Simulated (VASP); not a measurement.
```xyz
2
Lattice="2.7294 0.0000 0.0000 0.0000 2.7294 0.0000 0.0000 0.0000 3.7699" Properties=species:S:1:pos:R:3 pbc="T T T"
Fe     0.0000     0.0000     0.0000
Pt     1.3647     1.3647     1.8849
```
Starting moments (μB, in the order of the record's atoms Fe Pt): 2.9 0.3.

Method: PW91 GGA, VASP's PBE PAW potentials (set 64) (plane waves; VASP). Numerical set-up: 520 eV cut-off, Gaussian smearing of 0.050 eV, potentials Fe Pt.

Unless said otherwise, spin-orbit coupling is left out, though it shifts the bands of the heavy elements here.

Question: What does the run give for the cell moment, band gap (along the path) with the smallest direct gap where there is one?

Answer: 
```json
{
 "band gap (along the path)": "none (metal, semimetal or under 0.01 eV)",
 "cell_moment": "3.21 μB"
}
```

Total energies compare only between runs with the same potentials, cut-off and functional.

The compound is FePt in the L1_0 structure. It was relaxed first.
